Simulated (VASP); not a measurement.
Output of a VASP run:

OUTCAR:
```
 ion  position               nearest neighbor table
   1  0.001  0.001  0.001-
   2  0.477  0.477  0.477-   3 2.55   4 2.55   5 2.55
   3  0.029  0.505  0.505-   2 2.55
   4  0.505  0.029  0.505-   2 2.55
   5  0.505  0.505  0.029-   2 2.55
  LATTYP: Found a trigonal (rhomboedric) cell.
 ALAT       =     5.6682443305
 COS(alpha) =     0.0192517852
 Subroutine PRICEL returns:
 Original cell was already a primitive cell.
 Subroutine GETGRP returns: Found  6 space group operations
The static configuration has the point symmetry C_3v.
The dynamic configuration has the point symmetry C_3v.
 Subroutine INISYM returns: Found  6 space group operations
 Subroutine IBZKPT returns following result:
 Found      6 irreducible k-points:

 Following reciprocal coordinates:
            Coordinates               Weight
  0.000000  0.000000  0.000000      1.000000
  0.333333  0.000000 -0.000000      6.000000
  0.333333  0.333333 -0.000000      6.000000
 -0.333333  0.333333  0.000000      6.000000
  0.333333  0.333333  0.333333      2.000000
 -0.333333  0.333333  0.333333      6.000000
   k-points           NKPTS =      6   k-points in BZ     NKDIM =      6   number of bands    NBANDS=     26
   number of dos      NEDOS =    301   number of ions     NIONS =      5
   total plane-waves  NPLWV =  32768
   dimension x,y,z NGX =    32 NGY =   32 NGZ =   32
   dimension x,y,z NGXF=    64 NGYF=   64 NGZF=   64
   ions per type =               1   1   3
   PREC   = accura    normal or accurate (medium, high low for compatibility)
   ISTART =      0    job   : 0-new  1-cont  2-samecut
   ICHARG =      2    charge: 1-file 2-atom 10-const
   ISPIN  =      1    spin polarized calculation?
   LNONCOLLINEAR =      F non collinear calculations
   LSORBIT =      F    spin-orbit coupling
   INIWAV =      1    electr: 0-lowe 1-rand  2-diag
   ENCUT  =  300.0 eV  22.05 Ry    4.70 a.u.   8.01  8.01  8.01*2*pi/ulx,y,z
   NELM   =    100;   NELMIN=  2; NELMDL= -5     # of ELM steps
   EDIFF  = 0.1E-05   stopping-criterion for ELM
   LREAL  =      F    real-space projection
   NLSPLINE    = F    spline interpolate recip. space projectors
   LMAXMIX     =    4 max onsite mixed and CHGCAR
   VOSKOWN=      0    Vosko Wilk Nusair interpolation
   EDIFFG = 0.1E-04   stopping-criterion for IOM
   NSW    =      0    number of steps for IOM
   NBLOCK =      1;   KBLOCK =      1    inner block; outer block
   IBRION =     -1    ionic relax: 0-MD 1-quasi-New 2-CG
   NFREE  =      0    steps in history (QN), initial steepest desc. (CG)
   ISIF   =      2    stress and relaxation
   ISYM   =      2    0-nonsym 1-usesym 2-fastsym
   TEIN   =    0.0    initial temperature
   TEBEG  =    0.0;   TEEND  =   0.0 temperature during run
   SMASS  =  -3.00    Nose mass-parameter (am)
   PSTRESS=    0.0 pullay stress
   NELECT =      44.0000    total number of electrons
   EFERMI =   0.00;   METHOD = LEGACY
   ISMEAR =    -1;   SIGMA  =   0.05  broadening in eV -4-tet -1-fermi 0-gaus
   IALGO  =     38    algorithm
   LDIAG  =      T    sub-space diagonalisation (order eigenvalues)
   IMIX   =      4    mixing-type and parameters
     AMIX     =   0.40;   BMIX     =  1.00
     AMIX_MAG =   1.60;   BMIX_MAG =  1.00
     AMIN     =   0.10
   GGA     = PS    functional components
   VOSKOWN =     0    Vosko Wilk Nusair interpolation
   LHFCALC =     F    Hartree Fock is set to
   LHFONE  =     F    Hartree Fock one center treatment
   AEXX    =    0.0000 exact exchange contribution
   IVDW    =     0    specifies the selected vdW correction
   LEPSILON=     F    determine dielectric tensor
   LRPA    =     F    only Hartree local field effects (RPA)
  energy-cutoff  :      300.00
  volume of cell :      182.01
      direct lattice vectors                 reciprocal lattice vectors
     3.969285000  2.291668000  3.334970000     0.125967271  0.072727230  0.099950924
    -3.969285000  2.291668000  3.334970000    -0.125967271  0.072727230  0.099950924
     0.000000000 -4.583336000  3.334970000     0.000000000 -0.145454461  0.099950924
...
```

### OSZICAR
```
       N       E                     dE             d eps       ncg     rms          rms(c)
DAV:   1     0.322100019177E+03    0.32210E+03   -0.15069E+04   356   0.152E+03
DAV:   2     0.230775326671E+02   -0.29902E+03   -0.29299E+03   398   0.383E+02
DAV:   3    -0.161844334916E+02   -0.39262E+02   -0.39151E+02   366   0.127E+02
DAV:   4    -0.173777593028E+02   -0.11933E+01   -0.11917E+01   382   0.276E+01
DAV:   5    -0.174038859308E+02   -0.26127E-01   -0.26118E-01   398   0.363E+00    0.582E+00
DAV:   6    -0.171112079415E+02    0.29268E+00   -0.59320E-01   454   0.511E+00    0.351E+00
DAV:   7    -0.170903104797E+02    0.20897E-01   -0.23693E-01   374   0.237E+00    0.992E-01
DAV:   8    -0.170922197205E+02   -0.19092E-02   -0.29471E-02   400   0.144E+00    0.156E-01
DAV:   9    -0.170928123163E+02   -0.59260E-03   -0.25030E-03   368   0.443E-01    0.611E-02
DAV:  10    -0.170929977811E+02   -0.18546E-03   -0.32028E-04   366   0.112E-01    0.377E-02
DAV:  11    -0.170930428847E+02   -0.45104E-04   -0.98830E-05   396   0.826E-02    0.901E-03
DAV:  12    -0.170930452725E+02   -0.23877E-05   -0.12246E-05   368   0.183E-02    0.559E-03
DAV:  13    -0.170930458767E+02   -0.60428E-06   -0.14088E-06   266   0.735E-03
   1 F= -.17093046E+02 E0= -.17093046E+02  d E =-.531827E-10
```

File OUTCAR:
```
------------------------ aborting loop because EDIFF is reached ----------------------------------------
  FORCE on cell =-STRESS in cart. coord.  units (eV):
  Direction    XX          YY          ZZ          XY          YZ          ZX
  --------------------------------------------------------------------------------------
  Total       -1.2604983     -1.2604985     -1.2962212      0.0000000      0.0000000      0.0000000
  in kB      -11.0954693    -11.0954716    -11.4099185      0.0000000      0.0000000      0.0000000
  external PRESSURE =     -11.2002865 kB  Pullay stress =       0.0000000 kB
  volume of cell :      182.01
      direct lattice vectors                 reciprocal lattice vectors
     3.969285000  2.291668000  3.334970000     0.125967271  0.072727230  0.099950924
    -3.969285000  2.291668000  3.334970000    -0.125967271  0.072727230  0.099950924
     0.000000000 -4.583336000  3.334970000     0.000000000 -0.145454461  0.099950924
 POSITION                                       TOTAL-FORCE (eV/Angst)
 -----------------------------------------------------------------------------------
      0.00000      0.00000      0.01301         0.000000     -0.000000     -0.003353
      0.00000      0.00000      4.77314         0.000000     -0.000000      0.289788
     -1.89257     -1.09268      3.46700        -0.104743     -0.060474     -0.095478
      1.89257     -1.09268      3.46700         0.104743     -0.060474     -0.095478
      0.00000      2.18536      3.46700         0.000000      0.120947     -0.095478
 -----------------------------------------------------------------------------------
    total drift:                                0.000000      0.000015      0.001194
  FREE ENERGIE OF THE ION-ELECTRON SYSTEM (eV)
  ---------------------------------------------------
  free  energy   TOTEN  =       -17.0930458767 eV

  energy  without entropy=      -17.0930458767  energy(sigma->0) =      -17.09304588
```
(Selected blocks of OUTCAR.)

POSCAR:
```
CsGeBr3
1
    3.9692850000     2.2916680000     3.3349700000
   -3.9692850000     2.2916680000     3.3349700000
    0.0000000000    -4.5833360000     3.3349700000
Cs Ge Br
1 1 3
Direct
  0.0013000000   0.0013000000   0.0013000000
  0.4770800000   0.4770800000   0.4770800000
  0.0286600000   0.5054650000   0.5054650000
  0.5054650000   0.0286600000   0.5054650000
  0.5054650000   0.5054650000   0.0286600000
```

**Question.** Reconstruct the remaining input files.

**Answer.** Several could match; the one computed here: the input of the run itself, PBEsol GGA, plane waves, VASP's PBE PAW potentials (set 64).

INCAR:
```
ALGO = Normal
EDIFF = 1E-6
ENCUT = 300
GGA = PS
ISIF = 2
ISMEAR = -1
LASPH = T
LCHARG = F
LMAXMIX = 4
LREAL = F
LWAVE = F
NELM = 100
PREC = Accurate
SIGMA = 0.05
SYSTEM = CsGeBr3
```

KPOINTS:
```
Automatic mesh
0
Gamma
3 3 3
0 0 0
```

POTCAR, in this order: Cs_sv Ge_d Br (PBE.64 set). Program: vasp_std.

At this cut-off the stress carries a Pulay error, which pulls relaxed volumes low.

The structure comes from a computed database's CsGeBr3 entry (R3m); how it stands against other phases isn't given here. The cell was not relaxed at this level.
